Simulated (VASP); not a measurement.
Given:

```yaml
crystal:
  lattice:
    - [2.67412, 0.00000, 0.00000]
    - [-1.33706, 2.31585, 0.00000]
    - [0.00000, 0.00000, 4.95271]
  atoms:
    - { symbol: Mn, position: [0.00000, 0.00000, 0.00000], spin: 0.5 }
    - { symbol: Mn, position: [0.00000, 0.00000, 0.50000], spin: 0.5 }
    - { symbol: N, position: [0.33333, 0.66667, 0.25000] }
    - { symbol: N, position: [0.66667, 0.33333, 0.75000] }
```

Calculation: PBEsol GGA, VASP's PBE PAW potentials (set 64) (plane waves; VASP). Settings: 520 eV cut-off, 15×15×7 Γ-centred mesh, tetrahedra with Blöchl corrections, potentials Mn_pv N.

The moments were started parallel, and other spin orders were not tried in this run.

Estimate the cell moment, energy per atom (σ→0), band gap (on the k-mesh) with the smallest direct gap where there is one.

```json
{
  "band gap (on the k-mesh)": "none (metal, semimetal or under 0.01 eV)",
  "cell_moment": "1.04 μB",
  "energy per atom (σ→0)": "-9.529 eV/atom"
}
```

Give the moment on each site (PAW-sphere projection).

```tsv
site	moment (μB)
Mn1	0.50
Mn2	0.50
N3	0.01
N4	0.01
```

The absolute energy has meaning only against runs of the same code, potentials and settings.

The structure was generated: MnN was put into the NiAs type type (P6_3/mmc), which need not be its known phase. It was relaxed first, which changed the volume by -32 %.
